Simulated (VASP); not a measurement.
Data:

```
WS2
1.0
    1.59974    -2.77084     0.00000
    1.59974     2.77084     0.00000
    0.00000     0.00000    12.53238
W S
2 4
Direct
  0.33333   0.66667   0.25000
  0.66667   0.33333   0.75000
  0.33333   0.66667   0.87720
  0.66667   0.33333   0.37720
  0.66667   0.33333   0.12280
  0.33333   0.66667   0.62280
```

Computed with optB86b-vdW, VASP's PBE PAW potentials (set 64) (plane waves; VASP). Run with 520 eV cut-off, 8×8×2 Γ-centred mesh, Gaussian smearing of 0.050 eV, potentials W_sv S.

**Question.** The ions and cell shape at fixed volume are relaxed. Give the cell that the relaxation ends in.

**Answer.** 
```
WS2
1.0
    1.58884    -2.75196     0.00000
    1.58884     2.75196     0.00000
    0.00000     0.00000    12.70490
W S
2 4
Direct
  0.33333   0.66667   0.25000
  0.66667   0.33333   0.75000
  0.33333   0.66667   0.87408
  0.66667   0.33333   0.37408
  0.66667   0.33333   0.12592
  0.33333   0.66667   0.62592
```
Space group P6_3/mmc (194), at a tolerance of 0.03 Å.

**Question.** How much energy does the relaxation gain?

**Answer.** The energy (σ→0) changes by -6.1 meV/atom, in 5 ionic steps.

| step | E(σ→0) (eV) | max force (eV/Å) | pressure (GPa) | volume (Å³) |
|---|---|---|---|---|
| 1 | -35.9966 | 0.492 | -4.44 | 111.10 |
| 2 | -36.0192 | 0.005 | -2.18 | 111.10 |
| 3 | -36.0193 | 0.032 | -2.30 | 111.10 |
| 4 | -36.0299 | 0.010 | -1.56 | 111.10 |
| 5 | -36.0330 | 0.009 | -0.88 | 111.10 |

The compound is WS2 in the 2H layered structure. This cell is one point of a volume scan, at 1.03 of the reference volume. Symmetry was kept, so distortions that lower it aren't found.
